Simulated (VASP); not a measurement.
# Work functions of unrelaxed elemental metal faces against electronegativity and top-layer density, with LDA, PBE and r2SCAN

I calculate the work function $\Phi$ of clean metal faces, the energy needed to take an electron from the Fermi level to the vacuum just outside the slab. It helps to set the barrier at a metal–semiconductor contact, the current from an electron emitter and the direction of charge flow to an adsorbed molecule. My question is how far the electronegativity of the element and the packing of its face fix this energy, and how near LDA, PBE and r2SCAN come to experiment. The slabs have seven layers, with the atoms held at their bulk places. Measured work functions are set beside the computed ones further on, for some of the members.

## Computational details

VASP 6.6.1 with its PAW datasets (LDA 64 and PBE 64), cutoffs of 300 eV, meshes of 8 to 20 points along the first in-plane vector, Fermi-Dirac smearing of 0.1 eV, dipole correction, no spin-orbit coupling; spin-polarised where noted. Symmetric 1×1 slabs at the tabulated measured lattice constant, atoms at bulk places, 18 Å of vacuum; functional as listed. Aspherical gradient terms inside the PAW spheres (LASPH) are on, except where a row says so. The same in all rows: number of layers: 7.

Notes on method and selection:

- Slabs of this thickness leave size errors that can reach a tenth of an eV.
- LDA places work functions tenths of an eV above gradient-corrected functionals.
- The descriptor on the axis is one of a few that could serve, and the choice was not fixed ahead of the values.
- Runs in which the search for lower states was switched off are not listed.
- Where rows or columns differ in functional or spin-orbit coupling, non-spherical gradient terms in the PAW spheres (LASPH) may be on in some and off in others.
- Runs that did not converge, have known faults or may not be shown are not listed, and runs on Ansatz's PAW sets soft_1 and soft_2 are kept to separate tables.
- A language model judged 1 of the measured values at hand unlike the computed quantity or outlying; they, and members whose columns rest on them, are left out, so mean errors are over the rest.

Columns:

- electronegativity: Pauling electronegativity of the element (tabulated).
- top-layer density (nm⁻²): atoms per nm² in the top layer.
- functional: functional and dispersion term.
- Φ (eV): work function: vacuum level outside the slab less the Fermi level.

## Results

| member | electronegativity | top-layer density (nm⁻²) | functional | Φ (eV) | remark |
| --- | --- | --- | --- | --- | --- |
| Na(110), r2SCAN | 0.93 | 7.9 | r2SCAN | 2.85 |  |
| Li(110), LDA | 0.98 | 11.6 | LDA | 3.35 | LASPH off |
| Ca(100), LDA | 1.00 | 6.4 | LDA | 2.91 | LASPH off |
| Ta(100), PBE | 1.50 | 9.1 | PBE | 4.00 | LASPH off |
| Nb(110), LDA | 1.60 | 13.0 | LDA | 4.80 |  |
| Nb(110), r2SCAN | 1.60 | 13.0 | r2SCAN | 4.62 |  |
| Ni(100), PBE | 1.91 | 16.1 | PBE | ? |  |
| Ag(110), PBE | 1.93 | 8.5 | PBE | 4.12 | LASPH off |
| Mo(110), PBE | 2.16 | 14.3 | PBE | 4.68 |  |
| Os(0001), PBE | 2.20 | 15.4 | PBE | 5.38 |  |
| Pt(110), r2SCAN | 2.28 | 9.2 | r2SCAN | 5.25 |  |
| Pb(110), r2SCAN | 2.33 | 5.8 | r2SCAN | 3.75 |  |

Cells marked ? are withheld until the estimate has been made.

Least-squares fits to the members shown, with x = electronegativity; R² and errors in the fitted variable (y, or ln y where the fit is in ln y):

| y | members | fit | R² | rms residual | leave-one-out rms | the same for the mean of the others |
| --- | --- | --- | --- | --- | --- | --- |
| Φ (eV) | 11 | y = 2.070 + 1.240 x | 0.58 | 0.54 | 0.67 | 0.92 |

## What drives the series

The work function rises with electronegativity, but loosely. The three members with electronegativity up to 1.00 lie between 2.85 and 3.35 eV, and those from 1.50 upwards lie between 3.75 and 5.38 eV. The fitted slope is 1.240 eV per Pauling unit. Its leave-one-out error of 0.67 eV is below the 0.92 eV of the mean of the others, yet still large for a work function.

The rise is expected, because an element that holds its valence electrons tightly in bonds usually holds them tightly in the metal too. The surface adds its own part. Electrons spill out beyond the last layer of nuclei and form a dipole that raises $\Phi$. On an open face they also flow into the hollows between the atoms, which weakens that dipole and lowers $\Phi$.

Pt(110) and Pb(110) show how much electronegativity leaves out. Both are r2SCAN rows for the same face of the same crystal structure, and their electronegativities differ by only 0.05, yet their work functions differ by 5.25 − 3.75 = 1.50 eV. Lead has the sparser top layer, 5.8 against 9.2 atoms per nm², and a lower density of bonding electrons may account for part of the gap. The tabulated electronegativity of lead also belongs to its tetravalent state; a value for the divalent state would be lower and would bring the point nearer the line.

Top-layer density mixes atomic size with the choice of face. Na(110) is the closest-packed face of its crystal, yet it has fewer atoms per nm² than the open Ag(110). No element appears here with two faces, so the effect of face alone is not shown in the table.

For Nb(110), LDA lies 4.80 − 4.62 = 0.18 eV above r2SCAN. The direction is the usual one for LDA, but the two runs also differ in mesh and PAW datasets. The electronegativity fit pools all three functionals, so differences of this kind add to its scatter.

## An estimate before looking

Plain estimates from the members shown:

- Ni(100), PBE, fit at x = 1.91: 4.44 eV

The electronegativity fit gives 4.44 eV for Ni(100), but it ignores the top layer, which at 16.1 atoms per nm² is denser than any other in the table. The fit runs too low for Os(0001) and both Nb(110) rows, which have dense layers, and too high for Pb(110), Ca(100) and Na(110), which have sparse ones. I therefore add the density $n$ (in nm⁻²) to the electronegativity $x$, with rounded constants fitted to the eleven shown rows:

$$\Phi \approx 0.9 + 1.0\,x + 0.15\,n \quad (\text{eV})$$

Over those rows the rms miss is 0.33 eV, against a scatter of roughly 0.84 eV (root mean square) about their mean. For Os(0001), the PBE row nearest in density, the rule gives 0.9 + 2.20 + 0.15 × 15.4 = 5.41 eV, against 5.38 eV computed. It fails more clearly for Pt(110), which lies 0.69 eV above it, and for Mo(110), which lies about 0.5 eV below.

For Ni(100) it gives 0.9 + 1.91 + 0.15 × 16.1 = 5.2 eV. The row carries no note of spin polarisation, so I take the nickel as non-magnetic and make no correction for exchange splitting.

Refitting the three constants with each member left out in turn gives an rms error of about 0.5 eV, which I take as the standard deviation. It may be somewhat flattering, since I chose the second descriptor after seeing where the first one failed.

**Committed estimate, Ni(100), PBE: Φ = 5.2 ± 0.5 eV.**

## The answer

| member | electronegativity | top-layer density (nm⁻²) | functional | Φ (eV) | remark |
| --- | --- | --- | --- | --- | --- |
| Ni(100), PBE | 1.91 | 16.1 | PBE | 4.88 | spin-polarised |

| member | estimate | Φ (eV) | computed | estimate − computed | miss in error bars |
| --- | --- | --- | --- | --- | --- |
| Ni(100), PBE | committed | 5.20 | 4.88 | +0.32 | 0.6 |
| Ni(100), PBE | fit | 4.44 | 4.88 | −0.44 |  |

My estimate of 5.20 eV was 0.32 eV above the computed 4.88 eV, which is 0.6 of the error bar. It did somewhat better than the electronegativity fit, which fell 0.44 eV short.

An upward shift from the electronegativity line had the right sign, but I made it too large. The miss is about the size of the rule's rms miss on the rows it was fitted to, 0.33 eV, so it needs no special cause. Ni(100) is not the closest-packed face of its crystal, but the table gives no ground for blaming that. If the rule ran too high for such open faces, the other five should lie below it. Instead Ta(100) and Pt(110) lie above it, Ca(100) and Ag(110) are close to it, and only Pb(110) is well below. Of the six rows for closest-packed faces, four lie below the rule.

I was wrong to take the nickel as non-magnetic: the row is spin-polarised. With no non-magnetic nickel row to set beside it, I can't say how much of the miss comes from that.

The result agrees with a higher work function for densely packed small atoms, but a single member is weak support for the size of the effect.

## Outliers

Least-squares fits to the whole series, with x = electronegativity; R² and errors in the fitted variable (y, or ln y where the fit is in ln y):

| y | members | fit | R² | rms residual | leave-one-out rms | the same for the mean of the others |
| --- | --- | --- | --- | --- | --- | --- |
| Φ (eV) | 12 | y = 2.053 + 1.271 x | 0.58 | 0.53 | 0.65 | 0.90 |

Largest departures from the fit to the whole series:

| member | Φ (eV) | fit | computed − fit | in rms residuals |
| --- | --- | --- | --- | --- |
| Pb(110), r2SCAN | 3.75 | 5.01 | −1.26 | 2.4 |
| Nb(110), LDA | 4.80 | 4.09 | +0.71 | 1.3 |
| Nb(110), r2SCAN | 4.62 | 4.09 | +0.53 | 1.0 |
| Os(0001), PBE | 5.38 | 4.85 | +0.53 | 1.0 |

Pb(110) is the one clear outlier, 1.26 eV below the line or 2.4 rms residuals. Part of this probably lies in the descriptor. The tabulated electronegativity, 2.33, belongs to tetravalent lead, and the divalent value is roughly 1.9. Using that would lower the fitted value by 1.271 × (2.33 − 1.9) = 0.55 eV, less than half of the departure. Lead also has the sparsest top layer in the table, which may account for some of the rest. Having an open face is not enough to explain it: Pt(110), the same face of the same crystal structure, lies above the line, by 5.25 − (2.053 + 1.271 × 2.28) = 0.30 eV.

The two Nb(110) rows lie 0.71 eV (LDA) and 0.53 eV (r2SCAN) above the line, but they describe one surface and count as one piece of evidence. The closest-packed face of a body-centred crystal favours a high $\Phi$, yet Mo(110), with the same face and a denser layer, lies slightly below the line. The Pauling scale itself may be at fault: it rises by 2.16 − 1.60 = 0.56 from niobium to molybdenum, which the fit turns into 0.71 eV, while Mo(110) in PBE is only 0.06 eV above Nb(110) in r2SCAN. The change of functional could alter that small difference by a tenth of an eV or so, but hardly close the gap.

Os(0001), 0.53 eV above the line, is a dense, closest-packed face. At one rms residual it is ordinary scatter for this fit.

## Against measurement

| member | quantity | measured | computed | computed − measured | conditions | source |
| --- | --- | --- | --- | --- | --- | --- |
| Ta(100), PBE | Φ (eV) | 4.1 | 4.00 | −0.10 | compiled values differ between sources by a tenth of an eV or more; compiled experimental value; Ta(100) single-crystal face | [1] |
| Nb(110), LDA | Φ (eV) | 4.63 | 4.80 | +0.17 | compiled values differ between sources by a tenth of an eV or more; compiled experimental value; Nb(110) single-crystal face | [1] |
| Nb(110), r2SCAN | Φ (eV) | 4.63 | 4.62 | −0.01 | compiled values differ between sources by a tenth of an eV or more; compiled experimental value; Nb(110) single-crystal face | [1] |
| Ni(100), PBE | Φ (eV) | 5.17 | 4.88 | −0.29 | compiled values differ between sources by a tenth of an eV or more; compiled experimental value; Ni(100) single-crystal face | [1] |
| Ag(110), PBE | Φ (eV) | 4.1 | 4.12 | +0.02 | compiled values differ between sources by a tenth of an eV or more; compiled experimental value; Ag(110) single-crystal face | [1] |
| Mo(110), PBE | Φ (eV) | 4.95 | 4.68 | −0.27 | compiled values differ between sources by a tenth of an eV or more; compiled experimental value; Mo(110) single-crystal face | [1] |

Computed − measured (first source of each member):

- Φ (eV): mean error −0.08, mean absolute error 0.14 over 6 members

Sources:

[1] "Anisotropic work function of elemental crystals" (2019, arXiv:1902.07811)

The mean absolute error is 0.14 eV over six rows, which cover five faces. The largest errors are −0.29 eV for Ni(100) and −0.27 eV for Mo(110), both in PBE. The four PBE rows average (−0.10 − 0.29 + 0.02 − 0.27) / 4 = −0.16 eV. PBE is known to place work functions somewhat low, but slab thickness and the spread between compiled values can each contribute a tenth of an eV.

On Nb(110), r2SCAN is nearest to the measured value (−0.01 eV) and LDA is farther off (+0.17 eV). One face, with different meshes and datasets, is too little to rank the functionals, and PBE was not listed for it.

The broad measured order is reproduced: Ta(100) and Ag(110) are low, Ni(100) is highest. Nb(110) falls below Mo(110), as measured, if its r2SCAN value is used, but above it with LDA.

The small error for Ta(100) may owe something to cancellation, since that slab has the largest residual forces. For Ni(100), adsorbed oxygen on the sample would raise the measured value, though the table gives no sign of it. One measured value was left out as unlike or outlying, so the mean error may look better than it would with all of them.

## Conclusions and limits

Between electronegativities of 0.93 and 2.33 the work function rises by about 1.27 eV per Pauling unit. For a new member this gives a leave-one-out error of 0.65 eV, against 0.90 eV for the mean of the others. My rule with top-layer density added has an rms miss of 0.33 eV over all twelve rows, against a scatter of roughly 0.83 eV about their mean, but its constants were fitted to eleven of them. The density term changes with the element as well as with the face, and no element appears with two faces, so the rule does not show what a more open face does to $\Phi$.

For photoemission, the threshold wavelength in nm is about 1240 / $\Phi$ with $\Phi$ in eV. The computed Ni(100) value gives 1240 / 4.88 = 254 nm and the measured one 1240 / 5.17 = 240 nm, both in the ultraviolet.

The computed values span 5.38 − 2.85 = 2.53 eV, and I know of no omitted effect that large. Surface relaxation and spin-orbit coupling usually change a work function by roughly a tenth of an eV, which matters for the comparison with experiment but not for the broad trend.

[On method and selection: Error sizes named in these notes are rules of thumb and were not measured on these runs.]
